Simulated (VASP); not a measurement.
Here is the system:

```xyz
2
Lattice="1.8132 -3.0636 0.0000 1.8132 3.0636 0.0000 0.0000 0.0000 5.4382" Properties=species:S:1:pos:R:3 pbc="T T T"
Er     1.8132     1.0212     1.3595
Er     1.9128    -1.0212     4.0786
```

Calculation: PBE GGA, VASP's PBE PAW potentials (set 64) (plane waves; VASP 6.6.1). Run with 400 eV cut-off, 11×11×6 Γ-centred mesh, second-order Methfessel-Paxton smearing of 0.050 eV, potentials Er_3.

The 4f electrons are frozen in the core of the lanthanide potential, so 4f levels, which can set the real gap, and their magnetism are missing.

Task: Predict the energy per atom (σ→0), largest force, band gap (on the k-mesh) with the smallest direct gap where there is one.

Result: 
```json
{
 "band gap (on the k-mesh)": "none (metal, semimetal or under 0.01 eV)",
 "energy per atom (σ→0)": "-4.491 eV/atom",
 "largest_force": "0.174 eV/Å"
}
```

The absolute energy has meaning only against runs of the same code, potentials and settings.

The compound is Er in the hcp structure. The cell was not relaxed at this level, atoms are displaced from their ideal sites. The run is one of a series of settings (ISMEAR = 2, SIGMA = 0.05 against the base run), some of them coarse on purpose.
